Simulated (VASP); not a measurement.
OSZICAR of a VASP run on FePt (L1_0):

File OSZICAR:
```
       N       E                     dE             d eps       ncg     rms          rms(c)
DAV:   1     0.812108439242E+02    0.81211E+02   -0.74862E+03  8824   0.106E+03
DAV:   2    -0.102967898751E+02   -0.91508E+02   -0.81665E+02  8688   0.226E+02
DAV:   3    -0.131191132963E+02   -0.28223E+01   -0.27702E+01 10615   0.500E+01
DAV:   4    -0.131460152061E+02   -0.26902E-01   -0.26890E-01  9525   0.417E+00
DAV:   5    -0.131467099931E+02   -0.69479E-03   -0.69477E-03 11234   0.751E-01    0.171E+01
DAV:   6    -0.130077726475E+02    0.13894E+00   -0.13779E+01  9282   0.959E+01    0.185E+01
DAV:   7    -0.123882088568E+02    0.61956E+00   -0.43396E+00 10377   0.514E+01    0.764E+00
DAV:   8    -0.123252279143E+02    0.62981E-01   -0.30348E-01 11808   0.133E+01    0.335E+00
DAV:   9    -0.123315791206E+02   -0.63512E-02   -0.14632E-01 12027   0.720E+00    0.183E+00
DAV:  10    -0.123509936840E+02   -0.19415E-01   -0.43012E-02 11020   0.320E+00    0.823E-01
DAV:  11    -0.123644801837E+02   -0.13486E-01   -0.23149E-02 10909   0.262E+00    0.588E-01
DAV:  12    -0.123967124789E+02   -0.32232E-01   -0.83730E-02 10746   0.311E+00    0.520E-01
DAV:  13    -0.124179196556E+02   -0.21207E-01   -0.24326E-01 10564   0.508E+00    0.353E-01
DAV:  14    -0.124201386314E+02   -0.22190E-02   -0.83023E-03 11166   0.117E+00    0.194E-01
DAV:  15    -0.124214892115E+02   -0.13506E-02   -0.11422E-02 10247   0.107E+00    0.114E-01
DAV:  16    -0.124217075863E+02   -0.21837E-03   -0.25892E-04 11385   0.186E-01    0.479E-02
DAV:  17    -0.124217361392E+02   -0.28553E-04   -0.16673E-04 10639   0.216E-01    0.195E-02
DAV:  18    -0.124217346334E+02    0.15058E-05   -0.28642E-05 12140   0.693E-02    0.765E-03
DAV:  19    -0.124217377383E+02   -0.31049E-05   -0.13195E-05  9890   0.477E-02    0.385E-03
DAV:  20    -0.124217371770E+02    0.56130E-06   -0.25139E-06  6466   0.236E-02
   1 F= -.12421737E+02 E0= -.12421730E+02  d E =-.203875E-04  mag=     3.6250
```

Question: Which electronic solver shows in the log?

Answer: It is blocked Davidson (ALGO = Normal, or the opening steps of other solvers). The INCAR had ALGO = Normal.

Question: How was spin treated?

Answer: Collinear spin (ISPIN = 2): the summary line carries one mag value, 3.62 μB in the cell.

Question: Can the final energy be trusted as converged?

Answer: The run converged. It stopped with EDIFF = 1E-6, NELM = 100 (PBE GGA + U (Dudarev), plane waves, VASP's PBE PAW potentials (set 64)).

The compound is FePt in the L1_0 structure. The cell was not relaxed at this level. The run is one of a series of settings (LDAU = .TRUE., LDAUJ = 0 0, LDAUL = 2 -1, LDAUTYPE = 2, LDAUU = 4.0 0 against the base run), some of them coarse on purpose.
